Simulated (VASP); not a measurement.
Given:

```
NaF
1.0
    0.00000     2.34605     2.34605
    2.34605     0.00000     2.34605
    2.34605     2.34605     0.00000
Na F
1 1
Direct
  0.00000   0.00000   0.00000
  0.50000   0.50000   0.50000
```

The numbers are results of PBE GGA, VASP's PBE PAW potentials (set 64) (plane waves; VASP), not measurements. Run with 520 eV cut-off, Gaussian smearing of 0.050 eV, potentials Na_pv F.

Question: Predict the band gap (along the path) with the smallest direct gap where there is one.

Answer: 
| Property | Value |
|---|---|
| band gap (along the path) | 6.10 eV |
| smallest direct gap (along the path) | 6.10 eV |

The compound is NaF in the rock salt structure. It was relaxed first.
